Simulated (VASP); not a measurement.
Input:

```yaml
crystal:
  lattice:
    - [0.00000, 3.23000, 3.23000]
    - [3.23000, 0.00000, 3.23000]
    - [3.23000, 3.23000, 0.00000]
  atoms:
    - { symbol: Te, position: [0.50000, 0.50000, 0.50000] }
    - { symbol: Pb, position: [0.00000, 0.00000, 0.00000] }
```

These are PBE GGA, VASP's PBE PAW potentials (set 64) (plane waves; VASP) values and carry that method's errors. Run with 400 eV cut-off, 6×6×6 Γ-centred mesh, Gaussian smearing of 0.050 eV, potentials Te Pb_d.

Unless said otherwise, spin-orbit coupling is left out, though it shifts the bands of the heavy elements here.

Estimate the energy per atom (σ→0), pressure, band gap (on the k-mesh) with the smallest direct gap where there is one.

```
Item                                                 Result
-----------------------------------  ----------------------
band gap (on the k-mesh)                            0.73 eV
smallest direct gap (on the k-mesh)                 0.73 eV
energy per atom (σ→0)                -361.9 kJ/mol of atoms
pressure                                           2.12 GPa
```

Total energies compare only between runs with the same potentials, cut-off and functional.

The compound is PbTe in the rock salt structure. The cell was not relaxed at this level.
